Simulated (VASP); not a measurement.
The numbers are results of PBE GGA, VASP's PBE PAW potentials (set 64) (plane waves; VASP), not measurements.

Input for VASP

### KPOINTS
```
Automatic mesh
0
Gamma
7 7 4
0 0 0
```

**INCAR**
```
ALGO=Normal
EDIFF=1E-6
EDIFFG=-0.02
ENCUT=400
GGA=PE
IBRION=2
ISIF=3
ISMEAR=0
LASPH=.True.
LCHARG=.False.
LMAXMIX=6
LREAL=.False.
LWAVE=.False.
NELM=100
NSW=60
PREC=Accurate
SIGMA=0.05
SYSTEM=PtS2
```

### POSCAR
```
PtS2
1
    1.7866999911    -3.0946552350    -0.0000000000
    1.7866999911     3.0946552350     0.0000000000
    0.0000000000     0.0000000000     6.1396516845
Pt S
1 2
Direct
  0.0000000000   0.0000000000   1.0000000000
  0.3333330000   0.6666670000   0.1995896865
  0.6666670000   0.3333330000   0.8004103135
```

POTCAR, in this order: Pt S (PBE.64 set). Program: vasp_std.

Output

**OSZICAR**
```
       N       E                     dE             d eps       ncg     rms          rms(c)
DAV:   1     0.104505807306E+03    0.10451E+03   -0.88362E+03   848   0.102E+03
DAV:   2    -0.119097307962E+02   -0.11642E+03   -0.11403E+03  1092   0.222E+02
DAV:   3    -0.167749455350E+02   -0.48652E+01   -0.48495E+01  1022   0.507E+01
DAV:   4    -0.168405433988E+02   -0.65598E-01   -0.65578E-01  1107   0.627E+00
DAV:   5    -0.168422036143E+02   -0.16602E-02   -0.16602E-02  1085   0.950E-01    0.176E+01
DAV:   6    -0.157244606423E+02    0.11177E+01   -0.79757E+00   875   0.290E+01    0.115E+01
DAV:   7    -0.154859589190E+02    0.23850E+00   -0.14244E+00   882   0.132E+01    0.555E+00
DAV:   8    -0.154699061602E+02    0.16053E-01   -0.10133E-01  1078   0.229E+00    0.121E+00
DAV:   9    -0.154642829067E+02    0.56233E-02   -0.16263E-02   987   0.145E+00    0.271E-01
DAV:  10    -0.154645726556E+02   -0.28975E-03   -0.25772E-03  1099   0.360E-01    0.828E-02
DAV:  11    -0.154646148568E+02   -0.42201E-04   -0.75190E-05  1130   0.818E-02    0.453E-02
DAV:  12    -0.154646194647E+02   -0.46078E-05   -0.14592E-05  1001   0.352E-02    0.145E-02
DAV:  13    -0.154646206270E+02   -0.11623E-05   -0.28780E-06  1101   0.128E-02    0.467E-03
DAV:  14    -0.154646209143E+02   -0.28730E-06   -0.31401E-07   672   0.462E-03
   1 F= -.15464621E+02 E0= -.15464621E+02  d E =-.154646E+02
```

OUTCAR:
```
------------------------ aborting loop because EDIFF is reached ----------------------------------------
  FORCE on cell =-STRESS in cart. coord.  units (eV):
  Direction    XX          YY          ZZ          XY          YZ          ZX
  --------------------------------------------------------------------------------------
  Total        0.0205225      0.0205225      0.0543093      0.0000000      0.0000000     -0.0000000
  in kB        0.4842878      0.4842878      1.2815837      0.0000000      0.0000000     -0.0000000
  external PRESSURE =       0.7500531 kB  Pullay stress =       0.0000000 kB
  volume of cell :       67.89
      direct lattice vectors                 reciprocal lattice vectors
     1.786699991 -3.094655235  0.000000000     0.279845527 -0.161568886  0.000000000
     1.786699991  3.094655235  0.000000000     0.279845527  0.161568886  0.000000000
     0.000000000  0.000000000  6.139651685     0.000000000  0.000000000  0.162875689
 POSITION                                       TOTAL-FORCE (eV/Angst)
 -----------------------------------------------------------------------------------
      0.00000      0.00000      0.00000        -0.000000      0.000000      0.000000
      1.78670      1.03155      1.22541         0.000000     -0.000000      0.003372
      1.78670     -1.03155      4.91424         0.000000      0.000000     -0.003372
 -----------------------------------------------------------------------------------
    total drift:                               -0.000000     -0.000000      0.000000
  FREE ENERGIE OF THE ION-ELECTRON SYSTEM (eV)
  ---------------------------------------------------
  free  energy   TOTEN  =       -15.4646209143 eV

  energy  without entropy=      -15.4646209143  energy(sigma->0) =      -15.46462091

 reached required accuracy - stopping structural energy minimisation
```
(Selected blocks of OUTCAR.)

Without a dispersion term in the relaxation, distances and binding between the weakly bound layers, chains or molecules are unreliable, and so is what depends on them.

The compound is PtS2 in the 1T layered structure. It was relaxed first, which changed the volume by +24 %. The start is the result of an earlier pass.
